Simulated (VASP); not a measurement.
# TaAs: relaxation of cell and atoms with PBE

Crystal: TaAs.

```
Ta As
1.0
    -1.73124    1.73124    5.88719
     1.73124   -1.73124    5.88719
     1.73124    1.73124   -5.88719
Ta As
2 2
Direct
  0.50000 0.00000 0.50000
  0.75000 0.75000 0.00000
  0.08260 0.58260 0.50000
  0.33260 0.33260 0.00000
```

The cell is a database's computed one.

| Item | Value |
| --- | --- |
| Program | VASP 6.6.1 |
| Task | relaxation of cell and atoms |
| Functional | PBE |
| Potentials or basis | VASP PAW PBE potentials, release 64 (Ta_pv, As) |
| Cutoff | 520 eV |
| k mesh | 18 × 18 × 18 |
| Occupations | gaussian, width 0.1 eV |
| Spin | no spin polarisation |
| Further INCAR settings | ALGO = Fast; EDIFF = 1e-07; IBRION = 2; EDIFFG = -0.15; NSW = 80; ISIF = 3 |

```
Pressure after relaxing      : -0.1 GPa
Largest force after relaxing : 0.023 eV/Å
Band gap on the k mesh       : none (metal or under the smearing width)
```

Forces in eV/Å, atoms in the order of the input:
```
Ta   0.000  0.000  0.023
Ta   0.000  0.000  0.023
As   0.000  0.000 -0.023
As   0.000  0.000 -0.023
```

Stress tensor (GPa, compression positive):
```
 0.09  0.00  0.00
 0.00  0.09  0.00
 0.00  0.00 -0.38
```

Final structure:
```
CELL_PARAMETERS angstrom
-1.73124 1.73124 5.88719
1.73124 -1.73124 5.88719
1.73124 1.73124 -5.88719
ATOMIC_POSITIONS crystal
Ta 0.50000 0.00000 0.50000
Ta 0.75000 0.75000 0.00000
As 0.08260 0.58260 0.50000
As 0.33260 0.33260 0.00000
```

Levels at points of the mesh, in eV from the Fermi level:
| k point | band 12 | band 13 | band 14 | band 15 | band 16 | band 17 | band 18 | band 19 | band 20 |
| --- | --- | --- | --- | --- | --- | --- | --- | --- | --- |
| (0.00, 0.00, 0.00) | -2.45 | -2.30 | -1.91 | -1.62 | -1.62 | 0.89 | 1.54 | 2.29 | 3.30 |
| (0.50, 0.00, 0.00) | -3.38 | -2.41 | -2.30 | -1.54 | -0.27 | 0.13 | 1.35 | 2.21 | 2.41 |
| (0.50, 0.50, 0.00) | -5.02 | -3.17 | -3.17 | -1.12 | -1.12 | 2.78 | 2.80 | 3.33 | 3.49 |
| (0.50, 0.50, 0.50) | -2.85 | -2.74 | -2.74 | -0.94 | -0.94 | 1.20 | 1.20 | 2.27 | 2.59 |

Run time: 14 min on 1 thread of Intel(R) Xeon(R) 6975P-C (Granite Rapids), on a shared host, peak memory 0.84 GiB.

Caveat: the relaxation stopped at its first step, so nothing moved. Spin-orbit coupling is left out, which matters for the levels of Ta.
